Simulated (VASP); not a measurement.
Crystal: Cu.

```
Cu
1.0
     0.00000    1.81701    1.81701
     1.81701    0.00000    1.81701
     1.81701    1.81701    0.00000
Cu
1
Direct
  0.00000 0.00000 0.00000
```

Base run:

* Program: VASP 6.6.1
* Functional: PBE
* Potentials or basis: VASP PAW PBE potentials, release 64 (Cu)
* Cutoff: 450 eV
* k mesh: 21 × 21 × 21
* Occupations: methfessel-paxton, width 0.1 eV
* Spin: no spin polarisation

Its results: band gap on the k mesh none (metal or under the smearing width); pressure -0.6 GPa.

Q: After a change of settings the same cell gave: band gap on the k mesh none (metal or under the smearing width); pressure 0.0 GPa. Which change was it?
A. functional from PBE to HSE06; k mesh from 21 × 21 × 21 to 11 × 11 × 11
B. functional from PBE to PBEsol; cutoff from 450 eV to 600 eV
C. cutoff from 450 eV to 600 eV
D. functional from PBE to PBE0; k mesh from 21 × 21 × 21 to 11 × 11 × 11

A: C.
